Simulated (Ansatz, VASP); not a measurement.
# HfMoC2: VASP beside Ansatz

INCAR

```
SYSTEM = HfMoC2
PREC = Accurate
ENCUT = 520
EDIFF = 1E-6
ISMEAR = -1
SIGMA = 0.1
LREAL = .False.
LASPH = .True.
NELM = 60
ALGO = Normal
ISIF = 2
LWAVE = .False.
LCHARG = .False.
GGA = PE
NBANDS = 24
```

Contents of KPOINTS:

```
Automatic mesh
0
Gamma
  7 7 5
  0 0 0
```

Contents of POSCAR:

```
HfMoC2
1.0
    3.2743539394      0.0000000000      0.0000000000
    0.0000000000      3.2743539394      0.0000000000
    0.0000000000      0.0000000000      4.6017135341
Hf Mo C
1 1 2
Direct
    0.0000000000      0.0000000000      0.0000000000
    0.5000000000      0.5000000000      0.5000000000
    0.0000000000      0.0000000000      0.5000000000
    0.5000000000      0.5000000000      0.0000000000
```

Input for Ansatz:

```yaml
crystal:
  lattice:
    - [3.2743539394024705, 0.0, 0.0]
    - [0.0, 3.2743539394024705, 0.0]
    - [0.0, 0.0, 4.601713534140145]
  atoms:
    - { symbol: Hf, position: [0.0, 0.0, 0.0] }
    - { symbol: Mo, position: [0.5, 0.5, 0.5] }
    - { symbol: C, position: [0.0, 0.0, 0.5] }
    - { symbol: C, position: [0.5, 0.5, 0.0] }
basis:
  ecutwfc: 500.0
kpoints:
  mp_grid:
    grid: [7, 7, 5]
hamiltonian:
  pseudopotentials:
    kind: paw
scf:
  convergence:
    dr2_threshold: 1.0e-10
  occupations:
    method: fermi_dirac
output:
  stress: true
```

The cell comes from a database or a generator and needn't be the stable form of this composition.

Alike in both runs: task single point; functional PBE; k mesh 7 × 7 × 5; no spin polarisation.

|  | VASP | Ansatz |
| --- | --- | --- |
| version | VASP 6.6.1 | Ansatz 0.2.0 |
| potentials or method | VASP PAW PBE potentials, release 64 (Hf_pv, Mo_sv, C) | plane waves, PAW |
| plane-wave cutoff (eV) | 520 | 500 |
| occupations | fermi-dirac, width 0.1 eV | fermi-dirac |
| valence electrons in the cell | 32 | 48 |

Ansatz gave:

- pressure (GPa): -18.8
- largest component of the traceless stress (GPa): 0.56

**Question.** Which values does VASP return?

**Answer.** Pressure (GPa): -19.0; largest component of the traceless stress (GPa): 0.53.

The two sets of potentials don't hold the same shells in valence.

Caveats: so large a pressure means that the cell lies far from this level's equilibrium, or that cutoff or potentials fall short (VASP). Spin-orbit coupling is left out, which matters for the levels of Hf.
